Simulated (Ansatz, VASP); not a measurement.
**Ge (Germanium) in two plane-wave programs**

Aim: how closely do two programs agree when they are given the same cell, functional and k mesh?

Calculated with Ansatz 0.2.0; plane waves, with VASP 6.6.1 beside it; single point at HSE06.

## Step 1: The structure

The structure is cubic, space group Fd-3m (No. 227). Conventional cell: a = 5.658 Å, b = 5.658 Å, c = 5.658 Å, α = 90.00°, β = 90.00°, γ = 90.00°. Nearest to Ge lie 4 Ge at 2.45 Å.

## Step 2: Ansatz: single point, HSE06

Ansatz runs on its default PAW (the set named soft_2) files.

With cell and atoms fixed, the geometry can't cause a difference; cores, projectors, grids and the points listed under the comparison can.

input.yaml

```yaml
crystal:
  lattice:
    - [0.0, 2.82891, 2.82891]
    - [2.82891, 0.0, 2.82891]
    - [2.82891, 2.82891, 0.0]
  atoms:
    - { symbol: Ge, position: [0.0, 0.0, 0.0] }
    - { symbol: Ge, position: [0.25, 0.25, 0.25] }
hamiltonian:
  xc: { exchange: pbe, correlation: pbe, exx: { coeff: 0.25, omega: 0.2 } }
  pseudopotentials: { kind: paw }
kpoints:
  mp_grid: { grid: [6, 6, 6] }
scf:
  occupations: { method: gaussian, width: 0.01 }
  n_extra_bands: 4
output:
  forces: true
  stress: true
  eigenvalues: true
```

On the command line:

```sh
> ansatz run input.yaml --threads 4 --pin off --max-ram 9216MiB --backend cpu --events-out ev --progress --plain --runs-dir out
```

Numbers of over 12 decimals in the logs are rounded to 6 here.

The log of the run:

```text
Warning: output.stress: scf.convergence.dr2_threshold = 1e-7 eV (the SCF's general default) is looser than the 2e-10 eV advised for a printed stress (1e-10 eV for each atom of the cell: 2). What an SCF threshold leaves in a stress goes as its square root, and in the free energy as the threshold itself, and one threshold admits the most on a small cell: [figures from the program's tests cut] Set scf.convergence.dr2_threshold to 2e-10 eV or tighter. The threshold is an SCF's pass mark: one that does not reach it within its budget of iterations ends unconverged, or closes short of it on a stop that the run arms, and scf.convergence.dr2_threshold's page says what that costs each kind of run
Warning: output.stress: scf.exx.energy_threshold = 1e-6 eV is looser than the 2e-8 eV advised for a stress under a hybrid functional (1e-8 eV for each atom of the cell: 2). Every SCF of the exchange loop can meet its threshold on dr2 while the loop round them stops early: no threshold on dr2 bounds what that leaves in the stress. Set scf.exx.energy_threshold to 2e-8 eV or tighter. The threshold is the loop's pass mark: a loop that does not reach it within its budget of cycles ends unconverged, and scf.exx.energy_threshold's page has the law
scf.n_extra_bands = 4 over 14 filled bands (N_el = 28.0): the run solves 18 bands
Engine: ansatz 0.2.0, aarch64-unknown-linux-gnu
Pseudopotentials: kind: paw
Pseudopotential: Ge, paw, valence charge 14, recommended cutoff 420 eV (normal), Ge.paw.azcp
Functional definition: unnamed
  parameter a_1 = 0.25
  parameter omega_1 = 0.2/angstrom
  exchange = pbe_x + (-a_1)*pbe_x_sr(omega_1) + a_1*exact_x_sr(omega_1)
  correlation = pbe_c
Crystal: 2 atoms, lattice volume = 45.278 Å³
Basis set: ecut = 420 eV, 893 PW (Γ), exchange–correlation on 54×54×54 points (8 copies of the dense FFT grid, shifted against one another)
Bands: 18, of which v1, the nominal top of the filled ones, is band 14 counted from 1 (13 counted from 0)
Symmetry: 48 space group operations
Space group: Fd-3m (ITA 227), of the structure as read, at distance tolerance 3.6e-5 Å
k-points: 16 of 216
Non-local potential: Ge, projectors of the file, l = 0: 2, l = 1: 2, l = 2: 3, l = 3: 1
PAW form: soft (Blöchl's): semilocal exchange-correlation on the pseudo side does not see the compensation charge
PAW frozen core: Ge, regenerated for the run's functional, and the local potential with it (the file was generated under x = pbe(κ = 0.804, μ = 0.219515), c = pbe(β = 0.066725))
PAW one-centre angular grid: Ge, 590 points (default); XC on 64 Gauss nodes
Initial density: superposition of atomic densities (neutral atoms: chi_scale 0, normalization atom), corrected by the library's trained network
Initial wavefunctions: pseudopotential atomic-orbital guess
Functional: x = pbe(κ = 0.804, μ = 0.219515), c = pbe(β = 0.066725), warm-up for x = pbe(κ = 0.804, μ = 0.219515) + 0.25 (exact − pbe) at short range (hse, ω = 0.2 Å⁻¹), c = pbe(β = 0.066725)
SCF iter   1: F=—  HF=-8589.896289 eV  |F-HF|=—  |Δ(HF+E_count)|=         —  Δρ=5.45e-4  dr2=1.75e-4  ethr=1.77e-3  ⟨swp⟩=5.8  Hψ=1075  notcnv=0
preconditioner: auto → none  [insulator: Δε(μ)=0.038 eV  Ē_g=23.426 eV  σ=0.010 eV  W_gap=0.99  n_scr=14 (ndim 8)  ℏωp=29.2 eV  f_vac=0.080  D(μ)=0.05/eV (n_scr^D=0)]
SCF iter   2: F=—  HF=-8589.896698 eV  |F-HF|=—  |Δ(HF+E_count)|=   4.09e-4  Δρ=2.72e-4  dr2=3.28e-5  ethr=6.23e-7  ⟨swp⟩=4.2  Hψ=890  notcnv=0
iter 3 solved again at ethr=5.84e-9 eV; its pass at ethr=1.17e-7 eV (dr2=1.64e-6 eV) is discarded
SCF iter   3: F=—  HF=-8589.896760 eV  |F-HF|=—  |Δ(HF+E_count)|=   6.26e-5  Δρ=7.80e-5  dr2=1.77e-6  ethr=5.84e-9  ⟨swp⟩=3.0  Hψ=1279  notcnv=0
SCF iter   4: F=-8589.896764 eV  HF=-8589.896763 eV  |F-HF|=4.63e-7  |Δ(HF+E_count)|=   3.20e-6  Δρ=2.12e-5  dr2=1.19e-7  ethr=5.84e-9  ⟨swp⟩=3.0  Hψ=741  notcnv=0
SCF 1 stopped early in 4 iterations: F = -8589.896764 eV  dr2 = 1.19e-7
  greatest PAW one-centre occupation: 0.998 electrons in one spin orbital (limit 2), on the Ge atom at site 1 (counted from 0), in its partial waves of l = 2
Initial density: handed on by an earlier stage of this run
Initial wavefunctions: those handed on with the density
Functional: x = pbe(κ = 0.804, μ = 0.219515) + 0.25 (exact − pbe) at short range (hse, ω = 0.2 Å⁻¹), c = pbe(β = 0.066725)
Exchange kernel: α = 0.2500, screened, ω = 0.2000 Å⁻¹, Wigner–Seitz truncation, v(0) = 1130.3909 eV·Å³, q-mesh 6×6×6, nearest image of the exchange supercell L = 24.00 Å, pair-density grid 20×20×20, without the augmentation charges, whose exchange is taken in its separable form by FFT convolution over the k-point mesh (sized by the pseudopotential files, 24×24×24 at the most), smooth part of the exact exchange by density-matrix convolution
Frozen-core exchange: fock
SCF iter   1: F=—  HF=-8591.685382 eV  |F-HF|=—  |Δ(HF+E_count)|=         —  Δρ=1.23e-2  dr2=2.23e-2  ethr=4.26e-9  ⟨swp⟩=8.5  Hψ=1762  notcnv=0
preconditioner: auto → none  [insulator: Δε(μ)=0.746 eV  Ē_g=26.859 eV  σ=0.010 eV  W_gap=1.00  n_scr=14 (ndim 8)  ℏωp=29.2 eV  f_vac=0.072  D(μ)=0.00/eV (n_scr^D=0)]
SCF iter   2: F=—  HF=-8591.666599 eV  |F-HF|=—  |Δ(HF+E_count)|=   1.88e-2  Δρ=3.31e-3  dr2=2.25e-3  ethr=4.26e-9  ⟨swp⟩=5.0  Hψ=1321  notcnv=0
SCF iter   3: F=—  HF=-8591.675030 eV  |F-HF|=—  |Δ(HF+E_count)|=   8.43e-3  Δρ=2.73e-3  dr2=9.45e-4  ethr=4.26e-9  ⟨swp⟩=5.1  Hψ=1319  notcnv=0
SCF iter   4: F=—  HF=-8591.674871 eV  |F-HF|=—  |Δ(HF+E_count)|=   1.59e-4  Δρ=1.00e-3  dr2=1.58e-4  ethr=4.26e-9  ⟨swp⟩=4.0  Hψ=988  notcnv=0
SCF iter   5: F=—  HF=-8591.674863 eV  |F-HF|=—  |Δ(HF+E_count)|=   7.96e-6  Δρ=1.04e-5  dr2=9.95e-6  ethr=4.26e-9  ⟨swp⟩=4.0  Hψ=812  notcnv=0
SCF iter   6: F=-8591.674975 eV  HF=-8591.674978 eV  |F-HF|=2.71e-6  |Δ(HF+E_count)|=   1.14e-4  Δρ=1.13e-4  dr2=2.22e-6  ethr=1.61e-10  ⟨swp⟩=5.2  Hψ=1167  notcnv=0  defer=1
SCF 2 stopped early in 6 iterations: F = -8591.674975 eV  dr2 = 2.22e-6
hybrid outer 1: dexx = +9.942e-3 eV, tail = 6.49e-5 eV
Exchange kernel: α = 0.2500, screened, ω = 0.2000 Å⁻¹, Wigner–Seitz truncation, v(0) = 1130.3909 eV·Å³, q-mesh 6×6×6, nearest image of the exchange supercell L = 24.00 Å, pair-density grid 20×20×20, without the augmentation charges, whose exchange is taken in its separable form by FFT convolution over the k-point mesh (sized by the pseudopotential files, 24×24×24 at the most), smooth part of the exact exchange by density-matrix convolution
Frozen-core exchange: fock
SCF iter   1: F=—  HF=-8591.675457 eV  |F-HF|=—  |Δ(HF+E_count)|=         —  Δρ=9.85e-5  dr2=2.23e-6  ethr=1.16e-6  ⟨swp⟩=3.4  Hψ=616  notcnv=0
preconditioner: auto → none  [insulator: Δε(μ)=0.820 eV  Ē_g=26.645 eV  σ=0.010 eV  W_gap=1.00  n_scr=14 (ndim 8)  ℏωp=29.2 eV  f_vac=0.071  D(μ)=0.00/eV (n_scr^D=0)]
SCF iter   2: F=—  HF=-8591.675457 eV  |F-HF|=—  |Δ(HF+E_count)|=   1.10e-7  Δρ=1.46e-5  dr2=1.68e-7  ethr=5.54e-9  ⟨swp⟩=4.0  Hψ=787  notcnv=0
SCF iter   3: F=—  HF=-8591.675458 eV  |F-HF|=—  |Δ(HF+E_count)|=   7.30e-7  Δρ=7.32e-6  dr2=1.35e-8  ethr=2.26e-10  ⟨swp⟩=4.1  Hψ=803  notcnv=0
SCF iter   4: F=-8591.675458 eV  HF=-8591.675458 eV  |F-HF|=1.25e-9  |Δ(HF+E_count)|=   2.93e-9  Δρ=1.43e-6  dr2=1.96e-9  ethr=3.26e-11  ⟨swp⟩=2.2  Hψ=564  notcnv=0
SCF 3 converged in 4 iterations: F = -8591.675458 eV  dr2 = 1.96e-9
  Residual-converged pass: ⟨swp⟩=3.0  Hψ=599  notcnv=0  max |occ|·‖R‖ = 2.4e-6 eV (tolerance 2.4e-6 eV)  dr2=1.96e-9  dr2_onsite=1.33e-9  max |Δocc| = 0.0e0
hybrid outer 2: dexx = +8.967e-7 eV, tail = 2.93e-8 eV, Δε = 4.51e-3 eV (about 1.57e-4 eV left of the loop's levels)
hybrid SCF converged: 2 outer / 10 inner (+4 warm-up), last move |dexx| = 8.97e-7 eV, tail = 2.93e-8 eV
Stability not checked: this state was not tested for a lower state beside it, because the functional holds exact exchange (a hybrid, or Hartree-Fock), whose exchange loop this test does not read (fock_operator; see scf.lower_state_search)
Free energy (F): -8591.675458 eV
Frozen-core exchange: fock
Harris-Foulkes:  -8591.675458 eV  (|F-HF|=1.25e-9)
Internal energy: -8591.675458 eV  (E = F + TS)
E sigma→0 (E₀):  -8591.675458 eV
Fermi energy:    8.661850 eV
--- Per-component energies (eV) ---
  E_band       = -374.581291
  E_kinetic    = 221.330956
  E_local      = -4945.734726  (includes V_loc(G=0)·N_el)
  E_nonlocal   = 839.485111
  E_hartree    = 2174.855122
  E_xc         = -121.494244
  E_vxc        = -103.714958  (∫ρ·V_xc dr)
  E_exx        = -109.472895  (= α·E_x^exact, valence–valence)
  E_paw        = -3962.781014  (= ΣΔE_a)
  E_vpaw       = -516.712469  (= ΣTr[D̂ρ^β])
  E_aug_tail   = 0.000716  (compensation charges beyond the density's cutoff)
  E_ewald      = -2687.134708
  E_core_change = -0.729780  (= ΣΔE_core)
  E_smearing   = -0.000000  (= −TS)
  E_closure    = 0.000002  (closes the sum)
  Σ components = -8591.675458   (vs F -8591.675458, Δ=0.00e0)
--- Forces (eV/Å), atoms counted from 1 ---
  atom   1  Ge     0.00000000     0.00000000    -0.00000000
  atom   2  Ge     0.00000000     0.00000000    -0.00000000
  max |Σ_I F_I| component: 2.78e-17 eV/Å
--- Stress (GPa, compression-positive) ---
        0.986129      -0.000000       0.000000
       -0.000000       0.986129      -0.000000
       -0.000000      -0.000000       0.986129
  P = ⅓ Tr σ = 0.9861 GPa (9.861 kbar)
--- Band table (eV; the first three rows and the last of 16) ---
  k-point 0: bands = [... 10 lower, -5.8102, 8.2515, 8.2515, 8.2515, 9.1328, 11.4771, 11.4771, 11.4771]
  k-point 1: bands = [... 10 lower, -5.4368, 4.9710, 7.7025, 7.7025, 9.9172, 12.2113, 12.2113, 13.2238]
  k-point 2: bands = [... 10 lower, -4.3980, 1.6521, 6.9924, 6.9924, 9.3166, 12.7659, 12.7659, 16.2693]
  k-point 15: bands = [... 10 lower, -1.3838, -1.3838, 4.1915, 4.1915, 11.6179, 11.6179, 15.7855, 15.7855]
```

The job ended after 9.6 s (4 threads of Arm Neoverse V2, shared host; peak memory 1.1 GiB; 34 s of CPU time).

In the SCF lines HF is the Harris–Foulkes energy and dr2 the Hartree energy of the density residual, in eV; the loop may stop once dr2 is under the threshold and the program's other checks hold. Hψ counts applications of the Hamiltonian.

The run ends at a pressure of 0.99 GPa.

## Step 3: VASP: single point, HSE06

The same cell, functional, mesh and smearing now go to VASP, with its own data sets and cutoff.

Lines of VASP's logs that name or quote its potential files are left out, and so is its time.

The run reads the wave functions of an earlier VASP run, which isn't shown here.

INCAR

```
SYSTEM = Ge
PREC = Accurate
ENCUT = 400
EDIFF = 1E-08
NELM = 100
ISMEAR = 0
SIGMA = 0.01
LREAL = .FALSE.
ALGO = Normal
LHFCALC = .TRUE.
AEXX = 0.25
GGA = PE
HFSCREEN = 0.2
LASPH = .TRUE.
NBANDS = 20
PRECFOCK = Fast
LORBIT = 11
LWAVE = .TRUE.
LCHARG = .FALSE.
KPAR = 8
```

POSCAR

```
Ge
1.0
    0.0000000000      2.8289100000      2.8289100000
    2.8289100000      0.0000000000      2.8289100000
    2.8289100000      2.8289100000      0.0000000000
Ge
2
Direct
    0.0000000000      0.0000000000      0.0000000000
    0.2500000000      0.2500000000      0.2500000000
```

KPOINTS

```
Automatic mesh
0
Gamma
6 6 6
0 0 0
```

The projector-augmented-wave data sets are Ge_d_GW (PBE family, release 64).

On the command line:

```sh
> mpirun -np 8 vasp_std
```

The log of the run:

```text
[banner, memory and clock lines left out]
running    8 mpi-ranks, on    1 nodes
 distrk:  each k-point on    1 cores,    8 groups
 distr:  one band on    1 cores,    1 groups

 POSCAR found type information on POSCAR Ge
 POSCAR found :  1 types and       2 ions
|                                                                             |
|           W    W    AA    RRRRR   N    N  II  N    N   GGGG   !!!           |
|           W    W   A  A   R    R  NN   N  II  NN   N  G    G  !!!           |
|           W    W  A    A  R    R  N N  N  II  N N  N  G       !!!           |
|           W WW W  AAAAAA  RRRRR   N  N N  II  N  N N  G  GGG   !            |
|           WW  WW  A    A  R   R   N   NN  II  N   NN  G    G                |
|           W    W  A    A  R    R  N    N  II  N    N   GGGG   !!!           |
|                                                                             |
|     For optimal performance we recommend to set                             |
|       NCORE = 2 up to number-of-cores-per-socket                            |
|     NCORE specifies how many cores store one orbital (NPAR=cpu/NCORE).      |
|     This setting can greatly improve the performance of VASP for DFT.       |
|     The default, NCORE=1 might be grossly inefficient on modern             |
|     multi-core architectures or massively parallel machines. Do your        |
|     Unfortunately you need to use the default for GW and RPA                |
|     calculations (for HF NCORE is supported but not extensively tested      |
|     yet).                                                                   |
|                                                                             |

 LDA part: xc-table for (Slater+PW92), standard interpolation
 found WAVECAR, reading the header
 POSCAR, INCAR and KPOINTS ok, starting setup
 FFT: planning ... GRIDC
 FFT: planning ... GRID_SOFT
 FFT: planning ... GRID
 reading WAVECAR
 the WAVECAR file was read successfully
 initial charge from wavefunction
 entering main loop
       N       E                     dE             d eps       ncg     rms          rms(c)
DAV:   1    -0.106649621099E+02   -0.10665E+02   -0.90807E-01   852   0.187E+01    0.582E-01
DAV:   2    -0.106551069709E+02    0.98551E-02   -0.72751E-02   872   0.492E+00    0.282E-01
DAV:   3    -0.106532684695E+02    0.18385E-02   -0.86490E-03   832   0.200E+00    0.146E-01
DAV:   4    -0.106530974432E+02    0.17103E-03   -0.57474E-04   844   0.446E-01    0.839E-02
DAV:   5    -0.106530191857E+02    0.78257E-04   -0.35384E-05   768   0.825E-02    0.499E-02
DAV:   6    -0.106529889202E+02    0.30266E-04   -0.11015E-05   868   0.258E-02    0.297E-02
DAV:   7    -0.106529770819E+02    0.11838E-04   -0.36816E-06   900   0.149E-02    0.177E-02
DAV:   8    -0.106529724817E+02    0.46002E-05   -0.11717E-06   952   0.883E-03    0.106E-02
DAV:   9    -0.106529701785E+02    0.23032E-05   -0.39617E-07   860   0.522E-03    0.634E-03
DAV:  10    -0.106529693712E+02    0.80733E-06   -0.13605E-07   740   0.325E-03    0.380E-03
DAV:  11    -0.106529690499E+02    0.32124E-06   -0.56351E-08   728   0.190E-03    0.228E-03
DAV:  12    -0.106529688910E+02    0.15896E-06   -0.18170E-08   580   0.133E-03    0.137E-03
DAV:  13    -0.106529688269E+02    0.64098E-07   -0.71747E-09   404   0.771E-04    0.825E-04
DAV:  14    -0.106529688080E+02    0.18912E-07   -0.40298E-09   392   0.780E-04    0.494E-04
DAV:  15    -0.106529687991E+02    0.88030E-08   -0.20376E-09   392   0.479E-04
   1 F= -.10652969E+02 E0= -.10652969E+02  d E =-.631531E-87
 writing wavefunctions
```

OUTCAR, selected parts (step 3):

```text
ion  position               nearest neighbor table
   1  0.000  0.000  0.000-   2 2.45   2 2.45   2 2.45   2 2.45
   2  0.250  0.250  0.250-   1 2.45   1 2.45   1 2.45   1 2.45

  LATTYP: Found a face centered cubic cell.
 ALAT       =     5.6578200000

 Subroutine GETGRP returns: Found 48 space group operations
 (whereof 24 operations were pure point group operations)

The static configuration has the point symmetry T_d .
 The point group associated with its full space group is O_h .

 Found     16 irreducible k-points:

   k-points           NKPTS =     16   k-points in BZ     NKDIM =    216   number of bands    NBANDS=     20

   dimension x,y,z NGX =    28 NGY =   28 NGZ =   28
   dimension x,y,z NGXF=    56 NGYF=   56 NGZF=   56

   ENCUT  =  400.0 eV  29.40 Ry    5.42 a.u.   6.52  6.52  6.52*2*pi/ulx,y,z

   NELECT =      28.0000    total number of electrons

 k-points in reciprocal lattice and weights: Automatic mesh
   0.00000000  0.00000000  0.00000000       0.005
   0.16666667  0.00000000  0.00000000       0.037
   0.33333333  0.00000000  0.00000000       0.037
   0.50000000  0.00000000  0.00000000       0.019
   0.16666667  0.16666667  0.00000000       0.028
   0.33333333  0.16666667  0.00000000       0.111
   0.50000000  0.16666667  0.00000000       0.111
  -0.33333333  0.16666667  0.00000000       0.111
  -0.16666667  0.16666667  0.00000000       0.056
[...]
-0.33333333  0.33333333  0.16666667       0.111
  -0.33333333  0.50000000  0.16666667       0.056

  exchange ACFDT corr.  =         0.00000000  see jH, gK, PRB 81, 115126

 average (electrostatic) potential at core
       1 -24.6935       2 -24.6935

 E-fermi :   2.7441

 k-point     1 :       0.0000    0.0000    0.0000
  band No.  band energies     occupation
    ...
     10     -25.1306      2.00000
     11     -11.4622      2.00000
     12       2.6057      2.00000
     13       2.6057      2.00000
     14       2.6057      2.00000
     15       3.4893      0.00000
     16       5.8394      0.00000
     17       5.8394      0.00000
     18       5.8394      0.00000
     19       9.8352      0.00000
    ...

 k-point     2 :       0.1667    0.0000    0.0000
  band No.  band energies     occupation
    ...
     10     -25.1185      2.00000
     11     -11.0890      2.00000
     12      -0.6772      2.00000
     13       2.0551      2.00000
     14       2.0551      2.00000
     15       4.2768      0.00000
     16       6.5770      0.00000
     17       6.5770      0.00000
     18       7.5845      0.00000
     19      11.3143      0.00000
    ...

 k-point     3 :       0.3333    0.0000    0.0000
  band No.  band energies     occupation
    ...
     10     -25.1096      2.00000
     11     -10.0508      2.00000
     12      -3.9999      2.00000
     13       1.3422      2.00000
     14       1.3422      2.00000
     15       3.6793      0.00000
     16       7.1381      0.00000
     17       7.1381      0.00000
     18      10.6244      0.00000
     19      11.3394      0.00000
    ...

  energy-cutoff  :      400.00
  volume of cell :       45.28
      direct lattice vectors                 reciprocal lattice vectors
     0.000000000  2.828910000  2.828910000    -0.176746521  0.176746521  0.176746521
     2.828910000  0.000000000  2.828910000     0.176746521 -0.176746521  0.176746521
     2.828910000  2.828910000  0.000000000     0.176746521  0.176746521 -0.176746521

 POSITION                                       TOTAL-FORCE (eV/Angst)
 -----------------------------------------------------------------------------------
      0.00000      0.00000      0.00000        -0.000000     -0.000000     -0.000000
      1.41446      1.41446      1.41446         0.000000      0.000000      0.000000
 -----------------------------------------------------------------------------------
    total drift:                                0.000000      0.000000     -0.000000

  FREE ENERGIE OF THE ION-ELECTRON SYSTEM (eV)
  ---------------------------------------------------
  free  energy   TOTEN  =       -10.6529687991 eV

  energy  without entropy=      -10.6529687991  energy(sigma->0) =      -10.65296880

 total charge
# of ion       s       p       d       tot
------------------------------------------
    1        1.063   1.248   9.982  12.294
    2        1.063   1.248   9.982  12.294
--------------------------------------------------
tot          2.127   2.495  19.965  24.587

[... 3 further parts left out ...]
```

## Step 4: Side by side

Known differences besides the potentials themselves: exact exchange at q = 0 is treated differently, which shows on coarse meshes; VASP keeps PBE cores, Ansatz makes them for the functional; the cutoff is 420 eV in Ansatz and 400 eV in VASP; VASP takes a coarser grid for exact exchange (PRECFOCK = Fast). Total energies have different zeros and are not compared.

Compared:

```csv
quantity,Ansatz,VASP,difference
gap on the k mesh (eV),0.821,0.830,-0.009
```

A gap on the mesh is an upper bound, since the band edges may lie between its points.

## Step 5: Summary of results

```
difference in gap on the k mesh (single point, HSE06) : -0.0091 eV
```

The difference in gap on the k mesh is -0.0091 eV (single point, HSE06), within the 0.08 eV picked in this series as the mark of a large difference. How closely two codes agree says nothing of how well the functional describes the real material.

[Lines on the potential files, build, host, timing and source positions are cut from VASP's logs without a mark.]

[Logs are printed without paths, hosts, clocks, repeated set-up lines and the standing remarks that a program may print on its own settings, such as how far it seeks lower states.]

[Hosts, paths, dates, database ids (printed as entryN), source tags and the programs' standing remarks are cut or masked in the printed files.]
